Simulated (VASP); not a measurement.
All values below come from r2SCAN meta-GGA, VASP's PBE PAW potentials (set 64) (plane waves; VASP). Each cell was relaxed at this level, without spin-orbit coupling.

**Question.** Which of these comes out without a gap?
(A) WSi2, I4/mmm (139)
(B) PbO, P4/nmm (129)
(C) ZnO, P6_3mc (186)
(D) BP, F-43m (216)

**Answer.** A, WSi2, I4/mmm (139). The others have gaps of 1.77 eV (PbO, P4/nmm (129)), 1.45 eV (BP, F-43m (216)), 1.23 eV (ZnO, P6_3mc (186)).
